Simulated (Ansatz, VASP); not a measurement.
# Cross-check of CaB6 between VASP and Ansatz, part 2 of 2

Wanted: the spread between two codes on one cell, functional and k mesh.

VASP 6.6.1 and Ansatz 0.2.0.

So far: The starting structure; Ansatz: band structure, HSE06.

The database entry behind the starting cell differs from later determinations by our own check (0.1 to 0.3 % short, old inner coordinate), so it need not match the best structure at ambient conditions.

## (3) VASP: band structure, HSE06

Level of this step: HSE06; plane waves and PAW (Ca_sv, B) (VASP).

The same cell, functional, mesh and smearing now go to VASP, with its own data sets and cutoff.

Lines of VASP's logs that name or quote its potential files are left out, and so is its time.

The run reads the wave functions of an earlier VASP run, which isn't shown here.

The input, INCAR:

```
SYSTEM = CaB6
PREC = Accurate
ENCUT = 420
EDIFF = 1E-06
NELM = 100
ISMEAR = 0
SIGMA = 0.02
LREAL = .FALSE.
ALGO = Normal
LHFCALC = .TRUE.
AEXX = 0.25
GGA = PE
HFSCREEN = 0.2
LASPH = .TRUE.
NBANDS = 21
PRECFOCK = Fast
LORBIT = 11
LWAVE = .FALSE.
LCHARG = .FALSE.
KPAR = 8
```

The input, POSCAR:

```
CaB6
1.0
    4.1450000000      0.0000000000      0.0000000000
    0.0000000000      4.1450000000      0.0000000000
    0.0000000000      0.0000000000      4.1450000000
Ca B
1 6
Direct
    0.5000000000      0.5000000000      0.5000000000
    0.0000000000      0.0000000000      0.2930000000
    0.0000000000      0.0000000000      0.7070000000
    0.2930000000      0.0000000000      0.0000000000
    0.7070000000      0.0000000000      0.0000000000
    0.0000000000      0.2930000000      0.0000000000
    0.0000000000      0.7070000000      0.0000000000
```

The input, KPOINTS:

```
Automatic mesh
0
Gamma
4 4 4
0 0 0
```

The input, KPOINTS_OPT:

```
Line mode
6
Line-mode
Reciprocal
  0.00000000   0.00000000   0.00000000 GAMMA
  0.00000000   0.50000000   0.00000000 X

  0.00000000   0.50000000   0.00000000 X
  0.50000000   0.50000000   0.00000000 M

  0.50000000   0.50000000   0.00000000 M
  0.00000000   0.00000000   0.00000000 GAMMA

  0.00000000   0.00000000   0.00000000 GAMMA
  0.50000000   0.50000000   0.50000000 R

  0.50000000   0.50000000   0.50000000 R
  0.00000000   0.50000000   0.00000000 X

  0.50000000   0.50000000   0.00000000 M
  0.50000000   0.50000000   0.50000000 R
```

PAW data sets: Ca_sv and B (PBE family, release 64).

On the command line:

```sh
$ mpirun -np 8 vasp_std
```

Numbers of over 12 decimals in the logs are rounded to 6 here.

Log:

```text
[banner, memory and clock lines left out]
running    8 mpi-ranks, on    1 nodes
 distrk:  each k-point on    1 cores,    8 groups
 distr:  one band on    1 cores,    1 groups

 POSCAR found type information on POSCAR CaB
 POSCAR found :  2 types and       7 ions
|                                                                             |
|           W    W    AA    RRRRR   N    N  II  N    N   GGGG   !!!           |
|           W    W   A  A   R    R  NN   N  II  NN   N  G    G  !!!           |
|           W    W  A    A  R    R  N N  N  II  N N  N  G       !!!           |
|           W WW W  AAAAAA  RRRRR   N  N N  II  N  N N  G  GGG   !            |
|           WW  WW  A    A  R   R   N   NN  II  N   NN  G    G                |
|           W    W  A    A  R    R  N    N  II  N    N   GGGG   !!!           |
|                                                                             |
|     For optimal performance we recommend to set                             |
|       NCORE = 2 up to number-of-cores-per-socket                            |
|     NCORE specifies how many cores store one orbital (NPAR=cpu/NCORE).      |
|     This setting can greatly improve the performance of VASP for DFT.       |
|     The default, NCORE=1 might be grossly inefficient on modern             |
|     multi-core architectures or massively parallel machines. Do your        |
|     Unfortunately you need to use the default for GW and RPA                |
|     calculations (for HF NCORE is supported but not extensively tested      |
|     yet).                                                                   |
|                                                                             |

 LDA part: xc-table for (Slater+PW92), standard interpolation
 found WAVECAR, reading the header
 POSCAR, INCAR and KPOINTS ok, starting setup
 FFT: planning ... GRIDC
 FFT: planning ... GRID_SOFT
 FFT: planning ... GRID
 reading WAVECAR
 the WAVECAR file was read successfully
 initial charge from wavefunction
 entering main loop
       N       E                     dE             d eps       ncg     rms          rms(c)
DAV:   1    -0.492812644539E+02   -0.49281E+02   -0.61815E-01   479   0.566E+00    0.603E-01
DAV:   2    -0.492844870943E+02   -0.32226E-02   -0.21094E-02   547   0.107E+00    0.385E-01
DAV:   3    -0.492828750409E+02    0.16121E-02   -0.14240E-03   531   0.295E-01    0.221E-01
DAV:   4    -0.492823938389E+02    0.48120E-03   -0.41639E-04   574   0.151E-01    0.127E-01
DAV:   5    -0.492822436352E+02    0.15020E-03   -0.10017E-04   630   0.681E-02    0.743E-02
DAV:   6    -0.492821929096E+02    0.50726E-04   -0.20540E-05   553   0.331E-02    0.432E-02
DAV:   7    -0.492821759447E+02    0.16965E-04   -0.75043E-06   587   0.195E-02    0.253E-02
DAV:   8    -0.492821705088E+02    0.54359E-05   -0.20088E-06   440   0.112E-02    0.147E-02
DAV:   9    -0.492821687872E+02    0.17216E-05   -0.84644E-07   445   0.731E-03    0.858E-03
DAV:  10    -0.492821682430E+02    0.54414E-06   -0.29900E-07   362   0.445E-03
   1 F= -.49282168E+02 E0= -.49282168E+02  d E =-.353692E-16
 Start KPOINTS_OPT (optional k-point list driver)
k-point batch [1-10\36]
       N       E                     dE             ncg
DAV:   1    -0.377262710677E+03   -0.45014E+04      420
DAV:   2    -0.218715627978E+04   -0.18099E+04      486
DAV:   3    -0.234203918166E+04   -0.15488E+03      678
DAV:   4    -0.234884686941E+04   -0.68077E+01      572
DAV:   5    -0.234904726818E+04   -0.20040E+00      632
DAV:   6    -0.234905216483E+04   -0.48967E-02      564
DAV:   7    -0.234905228502E+04   -0.12019E-03      648
DAV:   8    -0.234905228726E+04   -0.22357E-05      453
DAV:   9    -0.234905228732E+04   -0.69063E-07      456
[...]
k-point batch [31-36\36]
       N       E                     dE             ncg
DAV:   1     0.246447451158E+04   -0.55611E+04      252
DAV:   2     0.136873728757E+04   -0.10957E+04      299
DAV:   3     0.127818549395E+04   -0.90552E+02      408
DAV:   4     0.127498544236E+04   -0.32001E+01      358
DAV:   5     0.127488512288E+04   -0.10032E+00      383
DAV:   6     0.127488375645E+04   -0.13664E-02      319
DAV:   7     0.127488372539E+04   -0.31060E-04      391
DAV:   8     0.127488372426E+04   -0.11320E-05      287
DAV:   9     0.127488372424E+04   -0.20942E-07      263
```

From OUTCAR (step 3):

```text
ion  position               nearest neighbor table
   1  0.500  0.500  0.500-
   2  0.000  0.000  0.293-   3 1.72   4 1.72   5 1.72   6 1.72   7 1.72
   3  0.000  0.000  0.707-   2 1.72   4 1.72   5 1.72   6 1.72   7 1.72
   4  0.293  0.000  0.000-   5 1.72   3 1.72   2 1.72   6 1.72   7 1.72
   5  0.707  0.000  0.000-   4 1.72   3 1.72   2 1.72   6 1.72   7 1.72
   6  0.000  0.293  0.000-   7 1.72   3 1.72   4 1.72   5 1.72   2 1.72
   7  0.000  0.707  0.000-   6 1.72   3 1.72   4 1.72   5 1.72   2 1.72

  LATTYP: Found a simple cubic cell.
 ALAT       =     4.1450000000

 Subroutine GETGRP returns: Found 48 space group operations
 (whereof 48 operations were pure point group operations)

The static configuration has the point symmetry O_h .

 Found     10 irreducible k-points:

   k-points           NKPTS =     10   k-points in BZ     NKDIM =     64   number of bands    NBANDS=     21

   dimension x,y,z NGX =    28 NGY =   28 NGZ =   28
   dimension x,y,z NGXF=    56 NGYF=   56 NGZF=   56

   ENCUT  =  420.0 eV  30.87 Ry    5.56 a.u.   6.93  6.93  6.93*2*pi/ulx,y,z

   NELECT =      28.0000    total number of electrons

 k-points in reciprocal lattice and weights: Automatic mesh
   0.00000000  0.00000000  0.00000000       0.016
   0.25000000  0.00000000  0.00000000       0.094
   0.50000000  0.00000000  0.00000000       0.047
   0.25000000  0.25000000  0.00000000       0.188
   0.50000000  0.25000000  0.00000000       0.188
   0.50000000  0.50000000  0.00000000       0.047
   0.25000000  0.25000000  0.25000000       0.125
   0.50000000  0.25000000  0.25000000       0.188
   0.50000000  0.50000000  0.25000000       0.094
   0.50000000  0.50000000  0.50000000       0.016

  exchange ACFDT corr.  =         0.00000000  see jH, gK, PRB 81, 115126

 average (electrostatic) potential at core
       1 -40.6002       2 -23.4983       3 -23.4983       4 -23.4983       5 -23.4983
       6 -23.4983       7 -23.4983

 E-fermi :   4.2692

 k-point     1 :       0.0000    0.0000    0.0000
  band No.  band energies     occupation
    ...
     10      -1.4962      2.00000
     11      -1.4962      2.00000
     12       3.7855      2.00000
     13       3.7855      2.00000
     14       3.7855      2.00000
     15       8.1822      0.00000
     16       8.1822      0.00000
     17       8.1822      0.00000
     18       8.8386      0.00000
     19       8.8386      0.00000
    ...

 k-point     2 :       0.2500    0.0000    0.0000
  band No.  band energies     occupation
    ...
     10      -1.2972      2.00000
     11       0.5926      2.00000
     12       2.5542      2.00000
     13       2.5542      2.00000
     14       3.9607      2.00000
     15       5.9997      0.00000
     16       8.8812      0.00000
     17       8.8812      0.00000
     18       9.1897      0.00000
     19       9.8398      0.00000
    ...

 k-point     3 :       0.5000    0.0000    0.0000
  band No.  band energies     occupation
    ...
     10      -1.0676      2.00000
     11       1.6311      2.00000
     12       1.6311      2.00000
     13       2.3221      2.00000
     14       4.1591      2.00000
     15       4.9490      0.00000
     16       8.5519      0.00000
     17       8.5519      0.00000
     18       8.9656      0.00000
     19       9.3134      0.00000
    ...

  energy-cutoff  :      420.00
  volume of cell :       71.22
      direct lattice vectors                 reciprocal lattice vectors
     4.145000000  0.000000000  0.000000000     0.241254524  0.000000000  0.000000000
     0.000000000  4.145000000  0.000000000     0.000000000  0.241254524  0.000000000
     0.000000000  0.000000000  4.145000000     0.000000000  0.000000000  0.241254524

 POSITION                                       TOTAL-FORCE (eV/Angst)
 -----------------------------------------------------------------------------------
      2.07250      2.07250      2.07250         0.000000      0.000000      0.000000
      0.00000      0.00000      1.21448        -0.000000      0.000000      1.180596
      0.00000      0.00000      2.93052         0.000000      0.000000     -1.180596
      1.21448      0.00000      0.00000         1.180596      0.000000     -0.000000
      2.93052      0.00000      0.00000        -1.180596      0.000000      0.000000
      0.00000      1.21448      0.00000         0.000000      1.180596      0.000000
      0.00000      2.93052      0.00000        -0.000000     -1.180596     -0.000000
 -----------------------------------------------------------------------------------
    total drift:                               -0.000001     -0.000001     -0.000001

  FREE ENERGIE OF THE ION-ELECTRON SYSTEM (eV)
  ---------------------------------------------------
  free  energy   TOTEN  =       -49.2821682430 eV

  energy  without entropy=      -49.2821682430  energy(sigma->0) =      -49.28216824

 total charge
# of ion       s       p       d       tot
------------------------------------------
    1        2.010   5.845   0.170   8.025
    2        0.705   1.392   0.000   2.097
    3        0.705   1.392   0.000   2.097
    4        0.705   1.392   0.000   2.097
    5        0.705   1.392   0.000   2.097
    6        0.705   1.392   0.000   2.097
    7        0.705   1.392   0.000   2.097
--------------------------------------------------
tot          6.239  14.198   0.170  20.606

[... 3 further parts left out ...]
```

## (4) Side by side

Known differences besides the potentials themselves: exact exchange at q = 0 is treated differently, which shows on coarse meshes; VASP keeps PBE cores, Ansatz makes them for the functional; VASP takes a coarser grid for exact exchange (PRECFOCK = Fast). Total energies have different zeros and are not compared.

The two programs side by side:

| quantity | Ansatz | VASP | difference |
| --- | --- | --- | --- |
| gap over the path points (eV) | 0.790 | 0.790 | 0.000 |

Forces (eV/Å; atoms numbered as in POSCAR):

| atom | Ansatz x, y, z | VASP x, y, z |
| --- | --- | --- |
| Ca1 | 0.000, 0.000, 0.000 | 0.000, 0.000, 0.000 |
| B2 | 0.000, 0.000, 1.148 | 0.000, 0.000, 1.181 |
| B3 | 0.000, 0.000, -1.148 | 0.000, 0.000, -1.181 |
| B4 | 1.148, 0.000, 0.000 | 1.181, 0.000, 0.000 |
| B5 | -1.148, 0.000, 0.000 | -1.181, 0.000, 0.000 |
| B6 | 0.000, 1.148, 0.000 | 0.000, 1.181, 0.000 |
| B7 | 0.000, -1.148, 0.000 | 0.000, -1.181, 0.000 |

Levels at points of the path, from each program's valence-band top (eV; 4 filled, then empty):

| k (reciprocal lattice) | Ansatz | VASP |
| --- | --- | --- |
| 0.000 0.000 0.000 | -5.66 -0.37 -0.37 -0.37 4.02 4.02 4.02 | -5.66 -0.37 -0.37 -0.37 4.02 4.02 4.02 |
| 0.000 0.300 0.000 | -3.04 -1.91 -1.91 -0.14 1.48 4.63 4.63 | -3.03 -1.91 -1.91 -0.14 1.48 4.64 4.64 |
| 0.000 0.500 0.000 | -2.53 -2.53 -1.84 0.00 0.79 4.38 4.38 | -2.53 -2.53 -1.84 0.00 0.79 4.39 4.39 |
| 0.300 0.500 0.000 | -2.74 -2.73 -1.97 -1.62 2.72 4.13 5.81 | -2.74 -2.73 -1.97 -1.61 2.72 4.13 5.83 |
| 0.500 0.500 0.000 | -2.83 -2.83 -1.53 -1.53 4.04 4.04 5.42 | -2.83 -2.83 -1.52 -1.52 4.04 4.04 5.43 |
| 0.200 0.200 0.000 | -3.80 -2.29 -1.54 -0.90 3.08 3.33 5.24 | -3.80 -2.29 -1.55 -0.90 3.09 3.34 5.25 |
| 0.100 0.100 0.100 | -4.96 -1.06 -1.06 -0.66 3.63 3.63 4.27 | -4.96 -1.06 -1.06 -0.66 3.64 3.64 4.28 |
| 0.400 0.400 0.400 | -4.41 -1.76 -1.49 -1.49 5.54 5.97 5.97 | -4.41 -1.75 -1.48 -1.48 5.55 5.99 5.99 |
| 0.400 0.500 0.400 | -4.39 -1.66 -1.47 -1.21 5.48 5.97 6.04 | -4.39 -1.66 -1.46 -1.20 5.49 5.98 6.06 |
| 0.100 0.500 0.100 | -2.95 -2.93 -1.72 -0.69 1.47 4.53 4.93 | -2.95 -2.93 -1.71 -0.69 1.47 4.53 4.94 |

The forces differ by 17 meV/Å r.m.s., which is 2.7 % of the r.m.s. force of 0.63 eV/Å (both taken over all components). Among the levels compared at these points, filled levels agree within 5 meV and empty ones within 22 meV.

## (5) Summary of results

```
difference in gap over the path points (band structure, HSE06) : 1.0e-4 eV
r.m.s. force difference (band structure, HSE06)                : 2.7 % of the r.m.s. force
```

What this shows: The r.m.s. force difference is 2.7 % of the r.m.s. force (band structure, HSE06), within the 3 % picked in this series as the mark of a large difference. Such differences can come from data sets, numerical settings and the points named under the comparisons, not from the functional's error against experiment.

[Lines on the potential files, build, host, timing and source positions are cut from VASP's logs without a mark.]

[Logs are printed without paths, hosts, clocks, repeated set-up lines and the standing remarks that a program may print on its own settings, such as how far it seeks lower states.]

[Hosts, paths, dates, database ids (printed as entryN), source tags and the programs' standing remarks are cut or masked in the printed files.]
